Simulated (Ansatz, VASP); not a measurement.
This is a calculation of ZnGaP for Ansatz 0.2.0.

input.yaml

```yaml
crystal:
  lattice:
    - [4.01594, 0.0, 0.0]
    - [-2.00797, 3.47791, 0.0]
    - [0.0, 0.0, 4.4042]
  atoms:
    - { symbol: Zn, position: [0.0, 0.0, 0.5] }
    - { symbol: Ga, position: [0.66667, 0.33333, 0.0] }
    - { symbol: P, position: [0.33333, 0.66667, 0.5] }
hamiltonian:
  xc: { exchange: pbe, correlation: pbe, exx: { coeff: 0.2, omega: 0.2 } }
  pseudopotentials: { kind: paw }
kpoints:
  mp_grid: { grid: [4, 4, 3] }
scf:
  occupations: { method: fermi_dirac, width: 0.05 }
output:
  forces: true
  stress: true
  eigenvalues: true
```

Potentials or basis: Ansatz PAW.

The run is started by

```sh
$ ansatz run input.yaml --threads 1 --pin off --max-ram 3584MiB --backend cpu --events-out ev --progress --plain --runs-dir out
```

Problem. Set up the same calculation for VASP 6.6.1. Potentials there: VASP PAW PBE potentials, release 64 (Zn, Ga_d, P).

Solution. As run (the cutoff follows the program's own potentials):

POSCAR

```
ZnGaP
1.0
    4.0159400000      0.0000000000      0.0000000000
   -2.0079700000      3.4779100000      0.0000000000
    0.0000000000      0.0000000000      4.4042000000
Zn Ga P
1 1 1
Direct
    0.0000000000      0.0000000000      0.5000000000
    0.6666700000      0.3333300000      0.0000000000
    0.3333300000      0.6666700000      0.5000000000
```

File INCAR.step1:

```
  PREC = Accurate
  ENCUT = 520
  EDIFF = 1E-5
  ISMEAR = -1
  SIGMA = 0.05
  LREAL = F
  LASPH = T
  NELM = 100
  ALGO = Normal
  ISIF = 2
  LWAVE = T
  LCHARG = F
  GGA = PE
```

Contents of INCAR.step2:

```
  PREC = Accurate
  ENCUT = 520
  EDIFF = 1E-6
  ISMEAR = -1
  SIGMA = 0.05
  LREAL = F
  LASPH = T
  NELM = 100
  ALGO = Normal
  ISIF = 2
  LWAVE = F
  LCHARG = F
  GGA = PE
  LHFCALC = T
  HFSCREEN = 0.2
  AEXX = 0.2
  PRECFOCK = Fast
  ISTART = 1
```

Contents of KPOINTS:

```
Automatic mesh
0
Gamma
  4 4 3
```

Potentials or basis: VASP PAW PBE potentials, release 64 (Zn, Ga_d, P).

The run is started by

```console
$ cat potpaw_PBE.64/Zn/POTCAR potpaw_PBE.64/Ga_d/POTCAR potpaw_PBE.64/P/POTCAR > POTCAR
$ cp INCAR.step1 INCAR
$ mpirun -np 1 vasp_std > vasp.out
$ cp INCAR.step2 INCAR
$ mpirun -np 1 vasp_std > vasp.out
```

Both were run:

|  | VASP | Ansatz | Ansatz less VASP |
| --- | --- | --- | --- |
| gap on the k mesh at the Fermi level (eV) | 0.19 | 0.18 | -0.003 |
| least direct gap on the mesh (eV) | 2.11 | 2.11 | -0.001 |
| pressure (GPa) | 1.2 | 1.1 | -0.05 |
| largest component of the traceless stress (GPa) | 0.47 | 0.44 | -0.035 |

The functional is the same, so the differences come from potentials, cutoffs and numerics.

Caveats: the k mesh is coarse (spacing up to 0.48 Å⁻¹), so the values aren't converged, least of all with exact exchange; the PAW data sets were made with another functional, which shifts forces and pressure a little (VASP); an odd mesh through Γ misses points on the zone boundary, where band edges often lie (VASP); the PAW data sets come from PBE, with cores solved anew for the run's functional, which leaves a small shift of forces and pressure (Ansatz); the thresholds are loose for stress (Ansatz).
